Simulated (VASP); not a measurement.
# Cu (Copper): input slips in a relaxation and what they do

Some relaxations of Cu (Copper) get a fault in the input on purpose. Which of them show, and how? The starting structure is a measured crystal structure from the Crystallography Open Database. The first relaxation on each setting starts from this cell expanded by 3 % in volume.

Program: VASP 6.6.1. Level of theory: Kohn-Sham DFT with plane waves and PAW; PBEsol. Results are calculated unless marked as measured.

## (1) The starting structure

It takes space group Fm-3m (No. 225, cubic). Conventional cell: a = 3.615 Å, b = 3.615 Å, c = 3.615 Å, α = 90.00°, β = 90.00°, γ = 90.00°. Cu has 12 Cu at 2.56 Å nearest.

As a file:

```xyz
1
Lattice="0.0000 1.8075 1.8075 1.8075 0.0000 1.8075 1.8075 1.8075 0.0000" Properties=species:S:1:pos:R:3 pbc="T T T"
Cu    0.0000    0.0000    0.0000
```

## (2) Reference relaxation

This run starts from the cell of an earlier relaxation, which isn't shown; the restart sets up the plane waves anew.

File INCAR:

```
SYSTEM = Cu
PREC = Accurate
ENCUT = 450
EDIFF = 1E-06
NELM = 100
ISMEAR = 1
SIGMA = 0.15
LREAL = .FALSE.
ALGO = Normal
GGA = PS
NBANDS = 11
LASPH = .TRUE.
LORBIT = 11
LWAVE = .FALSE.
LCHARG = .FALSE.
KPAR = 8
IBRION = 2
NSW = 50
ISIF = 3
EDIFFG = -0.006
```

File POSCAR:

```
Cu
1.0
    0.0000000000      1.7828307155      1.7828307155
    1.7828307155      0.0000000000      1.7828307155
    1.7828307155      1.7828307155      0.0000000000
Cu
1
Direct
    0.0000000000      0.0000000000      0.0000000000
```

File KPOINTS:

```
Automatic mesh
0
Gamma
22 22 22
0 0 0
```

The projector-augmented-wave data sets are Cu (PBE family, release 64).

Run with:

```console
$ mpirun -np 8 vasp_std
```

What it wrote:

```text
[banner, memory and clock lines left out]
running    8 mpi-ranks, on    1 nodes
 distrk:  each k-point on    1 cores,    8 groups
 distr:  one band on    1 cores,    1 groups

 POSCAR found type information on POSCAR Cu
 POSCAR found :  1 types and       1 ions
|                                                                             |
|           W    W    AA    RRRRR   N    N  II  N    N   GGGG   !!!           |
|           W    W   A  A   R    R  NN   N  II  NN   N  G    G  !!!           |
|           W    W  A    A  R    R  N N  N  II  N N  N  G       !!!           |
|           W WW W  AAAAAA  RRRRR   N  N N  II  N  N N  G  GGG   !            |
|           WW  WW  A    A  R   R   N   NN  II  N   NN  G    G                |
|           W    W  A    A  R    R  N    N  II  N    N   GGGG   !!!           |
|                                                                             |
|     For optimal performance we recommend to set                             |
|       NCORE = 2 up to number-of-cores-per-socket                            |
|     NCORE specifies how many cores store one orbital (NPAR=cpu/NCORE).      |
|     This setting can greatly improve the performance of VASP for DFT.       |
|     The default, NCORE=1 might be grossly inefficient on modern             |
|     multi-core architectures or massively parallel machines. Do your        |
|     Unfortunately you need to use the default for GW and RPA                |
|     calculations (for HF NCORE is supported but not extensively tested      |
|     yet).                                                                   |
|                                                                             |

|                                                                             |
|               ----> ADVICE to this user running VASP <----                  |
|                                                                             |
|     You enforced a specific xc type in the INCAR file but a different       |
|     [... a line on the potential file left out ...]
|     I HOPE YOU KNOW WHAT YOU ARE DOING!                                     |
|                                                                             |

 LDA part: xc-table for (Slater+PW92), standard interpolation
 POSCAR, INCAR and KPOINTS ok, starting setup
 FFT: planning ... GRIDC
 FFT: planning ... GRID_SOFT
 FFT: planning ... GRID
 WAVECAR not read
 entering main loop
       N       E                     dE             d eps       ncg     rms          rms(c)
DAV:   1     0.363315947625E+02    0.36332E+02   -0.50299E+03  7957   0.151E+03
DAV:   2    -0.450510670387E+01   -0.40837E+02   -0.37802E+02  7363   0.191E+02
DAV:   3    -0.540074099601E+01   -0.89563E+00   -0.88961E+00  8309   0.356E+01
DAV:   4    -0.540594665165E+01   -0.52057E-02   -0.52049E-02  8038   0.236E+00
DAV:   5    -0.540599796081E+01   -0.51309E-04   -0.51310E-04  8188   0.233E-01    0.843E+00
DAV:   6    -0.473938141850E+01    0.66662E+00   -0.17755E+01  8351   0.851E+01    0.415E+00
DAV:   7    -0.432340807179E+01    0.41597E+00   -0.26803E+00  8322   0.328E+01    0.587E-01
DAV:   8    -0.431053418186E+01    0.12874E-01   -0.55582E-03  8165   0.120E+00    0.319E-01
DAV:   9    -0.430868395854E+01    0.18502E-02   -0.10301E-02  8480   0.184E+00    0.214E-02
DAV:  10    -0.430869197272E+01   -0.80142E-05   -0.30337E-05  9788   0.898E-02    0.673E-03
DAV:  11    -0.430869300971E+01   -0.10370E-05   -0.70163E-07  5212   0.173E-02    0.276E-04
DAV:  12    -0.430869303182E+01   -0.22111E-07   -0.63228E-08  3971   0.271E-03
   1 F= -.43086930E+01 E0= -.43087794E+01  d E =-.430869E+01
 curvature:   0.00 expect dE= 0.000E+00 dE for cont linesearch  0.000E+00
 trial: gam= 0.00000 g(F)=  0.235E-63 g(S)=  0.457E-04 ort = 0.000E+00 (trialstep = 0.100E+01)
 search vector abs. value=  0.457E-04
 bond charge predicted
       N       E                     dE             d eps       ncg     rms          rms(c)
DAV:   1    -0.431026195067E+01   -0.15689E-02   -0.26582E-02  8479   0.365E+00    0.326E-01
DAV:   2    -0.430921346244E+01    0.10485E-02   -0.21121E-02  8284   0.284E+00    0.127E-01
DAV:   3    -0.430874418063E+01    0.46928E-03   -0.32086E-03  8319   0.114E+00    0.455E-02
DAV:   4    -0.430870221022E+01    0.41970E-04   -0.49770E-05  8795   0.727E-02    0.146E-03
DAV:   5    -0.430870211179E+01    0.98437E-07   -0.28439E-07  5068   0.586E-03
   2 F= -.43087021E+01 E0= -.43087889E+01  d E =-.907996E-05
 trial-energy change:   -0.000009  1 .order   -0.000008   -0.000046    0.000030
 step:   0.6016(harm=  0.6016)  dis= 0.00000  next Energy=    -4.308707 (dE=-0.137E-04)
 bond charge predicted
       N       E                     dE             d eps       ncg     rms          rms(c)
DAV:   1    -0.430895515110E+01   -0.25294E-03   -0.41774E-03  8449   0.145E+00    0.129E-01
DAV:   2    -0.430878742193E+01    0.16773E-03   -0.33053E-03  8281   0.112E+00    0.502E-02
DAV:   3    -0.430871446722E+01    0.72955E-04   -0.50311E-04  8263   0.453E-01    0.182E-02
DAV:   4    -0.430870782210E+01    0.66451E-05   -0.83289E-06  8366   0.303E-02    0.719E-04
DAV:   5    -0.430870789076E+01   -0.68658E-07   -0.53584E-08  3809   0.247E-03
   3 F= -.43087079E+01 E0= -.43087946E+01  d E =-.148589E-04
 curvature:  -0.30 expect dE=-0.139E-06 dE for cont linesearch -0.139E-06
 trial: gam= 0.00000 g(F)=  0.545E-62 g(S)=  0.460E-06 ort =-0.459E-05 (trialstep = 0.920E+00)
 search vector abs. value=  0.461E-06
 reached required accuracy - stopping structural energy minimisation
```

Wall time 24 s (8 MPI ranks of AMD EPYC 7R43, shared host); peak memory 0.91 GiB.

The logs omit lines about the potential files and the build; timing stands in the text.

From OUTCAR (step 2):

```text
ion  position               nearest neighbor table
   1  0.000  0.000  0.000-

  LATTYP: Found a face centered cubic cell.
 ALAT       =     3.5656614310

 Subroutine GETGRP returns: Found 48 space group operations
 (whereof 48 operations were pure point group operations)

The static configuration has the point symmetry O_h .

 Found    328 irreducible k-points:

   k-points           NKPTS =    328   k-points in BZ     NKDIM =    328   number of bands    NBANDS=     11

   dimension x,y,z NGX =    18 NGY =   18 NGZ =   18
   dimension x,y,z NGXF=    36 NGYF=   36 NGZF=   36

   ENCUT  =  450.0 eV  33.07 Ry    5.75 a.u.   4.36  4.36  4.36*2*pi/ulx,y,z

   NELECT =      11.0000    total number of electrons

 k-points in reciprocal lattice and weights: Automatic mesh
   0.00000000  0.00000000  0.00000000       0.000
   0.04545455  0.00000000  0.00000000       0.001
   0.09090909  0.00000000  0.00000000       0.001
   0.13636364  0.00000000  0.00000000       0.001
   0.18181818  0.00000000  0.00000000       0.001
   0.22727273  0.00000000  0.00000000       0.001
   0.27272727  0.00000000  0.00000000       0.001
   0.31818182  0.00000000  0.00000000       0.001
   0.36363636  0.00000000  0.00000000       0.001
[...]
-0.27272727  0.45454545  0.22727273       0.002
  -0.27272727  0.50000000  0.22727273       0.001

 average (electrostatic) potential at core
       1 -63.1348

 E-fermi :   7.9271

 k-point     1 :       0.0000    0.0000    0.0000
  band No.  band energies     occupation
    ...
      2       4.7809      2.00000
      3       4.7809      2.00000
      4       4.7809      2.00000
      5       5.6703      2.00000
      6       5.6703      2.00000
      7      30.8656      0.00000
      8      33.8128      0.00000
      9      33.8128      0.00000
     10      33.8128      0.00000
     11      36.3314      0.00000

 k-point     2 :       0.0455    0.0000    0.0000
  band No.  band energies     occupation
    ...
      2       4.7634      2.00000
      3       4.7964      2.00000
      4       4.7964      2.00000
      5       5.6640      2.00000
      6       5.6640      2.00000
      7      30.5053      0.00000
      8      32.6488      0.00000
      9      33.5499      0.00000
     10      33.5499      0.00000
     11      36.7014      0.00000

 k-point     3 :       0.0909    0.0000    0.0000
  band No.  band energies     occupation
    ...
      2       4.7141      2.00000
      3       4.8389      2.00000
      4       4.8389      2.00000
      5       5.6487      2.00000
      6       5.6487      2.00000
      7      28.8994      0.00000
      8      31.8056      0.00000
      9      33.0163      0.00000
     10      33.0163      0.00000
     11      37.5328      0.00000

  Total        0.0017837      0.0017837      0.0017837      0.0000000      0.0000000      0.0000000
  in kB        0.2525546      0.2525546      0.2525546      0.0000000      0.0000000      0.0000000
  external PRESSURE =       0.2525546 kB  Pullay stress =       0.0000000 kB

  energy-cutoff  :      450.00
  volume of cell :       11.32
      direct lattice vectors                 reciprocal lattice vectors
     0.000000000  1.781911433  1.781911433    -0.280597560  0.280597560  0.280597560
     1.781911433 -0.000000000  1.781911433     0.280597560 -0.280597560  0.280597560
     1.781911433  1.781911433 -0.000000000     0.280597560  0.280597560 -0.280597560

 POSITION                                       TOTAL-FORCE (eV/Angst)
 -----------------------------------------------------------------------------------
      0.00000      0.00000      0.00000        -0.000000      0.000000     -0.000000
 -----------------------------------------------------------------------------------
    total drift:                                0.000000     -0.000000      0.000000

  FREE ENERGIE OF THE ION-ELECTRON SYSTEM (eV)
  ---------------------------------------------------
  free  energy   TOTEN  =        -4.3087078908 eV

  energy  without entropy=       -4.3089679038  energy(sigma->0) =       -4.30879456

 reached required accuracy - stopping structural energy minimisation

 total charge
# of ion       s       p       d       tot
------------------------------------------
    1        0.465   0.417   9.172  10.055

[... 3 further parts left out ...]
```

This run has no spin polarisation. Its electron count is odd, so without a moment it is a metal by construction. The PAW data sets were made with PBE, which is usual practice but a small mismatch for other functionals. The run keeps the 48 symmetry operations of its start, so it cannot find a distortion of lower symmetry.

The reference relaxation ends at 11.316 Å³ an atom. Pressures at 0.985 and 1.015 times this volume, from two more relaxations that aren't shown, give a bulk modulus of 169.2 GPa.

## (3) Relaxation with a loose electronic threshold

A slip made on purpose: a loose electronic threshold. Against step 2 the input has EDIFF = 0.01 (also changed: NELM and NSW).

Changes to INCAR since step 2:

```diff
@@ -3,4 +3,4 @@
 ENCUT = 450
-EDIFF = 1E-06
-NELM = 100
+EDIFF = 0.01
+NELM = 60
 ISMEAR = 1
@@ -17,3 +17,3 @@
 IBRION = 2
-NSW = 50
+NSW = 30
 ISIF = 3
```

File POSCAR:

```
Cu
1.0
    0.0000000000      1.8253972035      1.8253972035
    1.8253972035      0.0000000000      1.8253972035
    1.8253972035      1.8253972035      0.0000000000
Cu
1
Direct
    0.0000000000      0.0000000000      0.0000000000
```

KPOINTS is that of step 2.

Run with:

```console
$ mpirun -np 8 vasp_std
```

What it wrote:

```text
[banner, memory and clock lines left out]
running    8 mpi-ranks, on    1 nodes
[...]
[... a notice as in an earlier step ...]

 [... a notice as in an earlier step ...]

 LDA part: xc-table for (Slater+PW92), standard interpolation
 POSCAR, INCAR and KPOINTS ok, starting setup
[...]
entering main loop
       N       E                     dE             d eps       ncg     rms          rms(c)
DAV:   1     0.381205070467E+02    0.38121E+02   -0.50516E+03  7785   0.148E+03
DAV:   2    -0.436387063077E+01   -0.42484E+02   -0.39657E+02  7360   0.191E+02
DAV:   3    -0.534474428244E+01   -0.98087E+00   -0.97598E+00  8406   0.367E+01
DAV:   4    -0.535082776163E+01   -0.60835E-02   -0.60827E-02  7984   0.250E+00
DAV:   5    -0.535088866729E+01   -0.60906E-04   -0.60904E-04  7375   0.256E-01    0.833E+00
DAV:   6    -0.478172800629E+01    0.56916E+00   -0.19037E+01  8318   0.863E+01    0.459E+00
DAV:   7    -0.429605087829E+01    0.48568E+00   -0.30379E+00  8300   0.344E+01    0.500E-01
DAV:   8    -0.428633139142E+01    0.97195E-02   -0.89950E-03  8629   0.187E+00
   1 F= -.42863314E+01 E0= -.42864137E+01  d E =-.428633E+01
[... from here on, the cycles between the ionic steps are left out ...]
   2 F= -.10381417E+00 E0= -.10364428E+00  d E =0.418252E+01
   3 F= -.42983342E+01 E0= -.42984195E+01  d E =-.120028E-01
   5 F= -.43105207E+01 E0= -.43106044E+01  d E =-.241893E-01
   7 F= -.43097310E+01 E0= -.43098197E+01  d E =-.233996E-01
   9 F= -.39014376E+01 E0= -.39015534E+01  d E =0.408093E+00
  11 F= -.42149250E+01 E0= -.42149501E+01  d E =0.946056E-01
  13 F= -.42401620E+01 E0= -.42401843E+01  d E =0.693687E-01
  15 F= -.41438978E+01 E0= -.41439110E+01  d E =0.962642E-01
  17 F= -.41052830E+01 E0= -.41052989E+01  d E =0.134879E+00
  19 F= -.41393914E+01 E0= -.41394054E+01  d E =0.100771E+00
  21 F= -.43091120E+01 E0= -.43091868E+01  d E =-.174548E+00
  23 F= -.43025381E+01 E0= -.43026156E+01  d E =-.167974E+00
  25 F= -.43091451E+01 E0= -.43092173E+01  d E =-.139114E-02
  27 F= -.43083233E+01 E0= -.43083999E+01  d E =-.569328E-03
  29 F= -.43082840E+01 E0= -.43083628E+01  d E =-.108570E-03
  30 F= -.43082719E+01 E0= -.43083517E+01  d E =-.964657E-04
[...]
```

Elapsed: 2.4 min, on 8 MPI ranks; peak memory 0.91 GiB.

From OUTCAR (step 3):

```text
  Total       -0.2747963     -0.2747963     -0.2747963     -0.0000000      0.0000000      0.0000000
  in kB      -37.8588028    -37.8588028    -37.8588028     -0.0000000      0.0000000      0.0000000
  external PRESSURE =     -37.8588028 kB  Pullay stress =       0.0000000 kB

 POSITION                                       TOTAL-FORCE (eV/Angst)
 -----------------------------------------------------------------------------------
      0.00000      0.00000      0.00000         0.000000      0.000000      0.000000
 -----------------------------------------------------------------------------------
    total drift:                                0.000000     -0.000000      0.000000

  FREE ENERGIE OF THE ION-ELECTRON SYSTEM (eV)
  ---------------------------------------------------
  free  energy   TOTEN  =        -4.3082718583 eV

  energy  without entropy=       -4.3085113991  energy(sigma->0) =       -4.30835171

[... 1 part as in an earlier step ...]

[... 2 further parts left out ...]
[key lines of the parts left out:]
E-fermi :   7.5711
```

Logs of long relaxations may skip ionic steps without a mark.

The relaxation used up its 30 ionic steps (NSW) before forces and stress met EDIFFG.

## (4) Relaxation with the cell held fixed (ISIF = 2)

A slip made on purpose: the cell held fixed (ISIF = 2). Against step 2 the input has ISIF = 2 (also changed: NELM).

Changes to INCAR since step 3:

```diff
@@ -3,3 +3,3 @@
 ENCUT = 450
-EDIFF = 0.01
+EDIFF = 1E-06
 NELM = 60
@@ -17,4 +17,4 @@
 IBRION = 2
-NSW = 30
-ISIF = 3
+NSW = 50
+ISIF = 2
 EDIFFG = -0.006
```

POSCAR is that of step 3.

KPOINTS is that of step 3.

Run with:

```console
$ mpirun -np 8 vasp_std
```

What it wrote:

```text
[... set-up lines as in an earlier step ...]
 entering main loop
       N       E                     dE             d eps       ncg     rms          rms(c)
[... 4 cycles as in an earlier step ...]
DAV:   5    -0.535089103837E+01   -0.63277E-04   -0.63275E-04  8298   0.256E-01    0.833E+00
DAV:   6    -0.478167864166E+01    0.56921E+00   -0.19035E+01  8318   0.863E+01    0.459E+00
DAV:   7    -0.429605094292E+01    0.48563E+00   -0.30377E+00  8300   0.344E+01    0.500E-01
DAV:   8    -0.428633020784E+01    0.97207E-02   -0.89841E-03  8621   0.187E+00    0.372E-01
DAV:   9    -0.428387370557E+01    0.24565E-02   -0.15130E-02  8428   0.221E+00    0.283E-02
DAV:  10    -0.428387623015E+01   -0.25246E-05   -0.59978E-05 10655   0.138E-01    0.585E-03
DAV:  11    -0.428387770727E+01   -0.14771E-05   -0.42722E-07  5270   0.966E-03    0.749E-04
DAV:  12    -0.428387766342E+01    0.43847E-07   -0.74895E-08  4046   0.408E-03
   1 F= -.42838777E+01 E0= -.42839386E+01  d E =-.428388E+01
[...]
reached required accuracy - stopping structural energy minimisation
```

It took 12 s on 8 MPI ranks; peak memory 0.86 GiB.

Parts of OUTCAR (step 4):

```text
  Total       -0.7701040     -0.7701040     -0.7701040      0.0000000      0.0000000      0.0000000
  in kB     -101.4279948   -101.4279948   -101.4279948      0.0000000      0.0000000      0.0000000
  external PRESSURE =    -101.4279948 kB  Pullay stress =       0.0000000 kB

  FREE ENERGIE OF THE ION-ELECTRON SYSTEM (eV)
  ---------------------------------------------------
  free  energy   TOTEN  =        -4.2838776634 eV

  energy  without entropy=       -4.2840603819  energy(sigma->0) =       -4.28393857

[... 3 parts as in an earlier step ...]

[... 2 further parts left out ...]
[key lines of the parts left out:]
E-fermi :   7.0120
```

With the cell held fixed (ISIF = 2) the cell ends at 12.165 Å³ an atom, +7.50 % from the reference.

[end of part 1 of 2]

[Lines on the potential files, build, host, timing and source positions are cut from VASP's logs without a mark.]

[Logs are printed without paths, hosts, clocks, repeated set-up lines and the standing remarks that a program may print on its own settings, such as how far it seeks lower states.]

[Hosts, paths, dates, database ids (printed as entryN), source tags and the programs' standing remarks are cut or masked in the printed files.]
